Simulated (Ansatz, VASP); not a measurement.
CrCu4NiSn2: VASP beside Ansatz

```xyz
8
Lattice="2.1366 1.2336 6.9389 -2.1366 1.2336 6.9389 0.0000 -2.4671 6.9389" Properties=species:S:1:pos:R:3 pbc="T T T"
Sn    0.0000    0.0000   15.6216
Sn    0.0000    0.0000    5.1949
Cu    0.0000    0.0000   18.1920
Cu    0.0000    0.0000    7.8346
Cu    0.0000    0.0000    2.6246
Cu    0.0000    0.0000   12.9820
Ni    0.0000    0.0000   10.4083
Cr    0.0000    0.0000    0.0000
```

Change from the starting cell: volume scaled by 0.94.

Alike in both runs: task single point; functional PBE; k mesh 7 × 7 × 7; occupations fermi-dirac, width 0.05 eV; collinear spin, ferromagnetic start.

|  | VASP | Ansatz |
| --- | --- | --- |
| version | VASP 6.6.1 | Ansatz 0.2.0 |
| potentials or method | VASP PAW PBE potentials, release 64 (Sn_d, Cu, Ni, Cr_pv) | Ansatz PAW |
| plane-wave cutoff (eV) | 520 | 420 |
| valence electrons in the cell | 94 | 136 |

|  | VASP | Ansatz | Ansatz less VASP |
| --- | --- | --- | --- |
| gap on the k mesh at the Fermi level (eV) | none | none | - |
| pressure (GPa) | 9.3 | 9.0 | -0.26 |
| largest component of the traceless stress (GPa) | 0.32 | 0.32 | 0.000 |
| rms of the force components (eV/Å) | 0.051 | 0.051 | 0.0000 |
| net moment per atom (μB) | 0.44 | 0.44 | -0.001 |
| size of the moment on the site where the two differ most (μB) | 3.23 | 3.11 | -0.125 |

Site moments also hang on the region over which each program counts them. Atom by atom the forces differ by 0.001 eV/Å (rms over components). A gap of «none» marks a metal or a gap that the smearing closes. With one functional, cell and mesh, what is left measures potentials, basis and numerics. The two sets of potentials don't hold the same shells in valence.
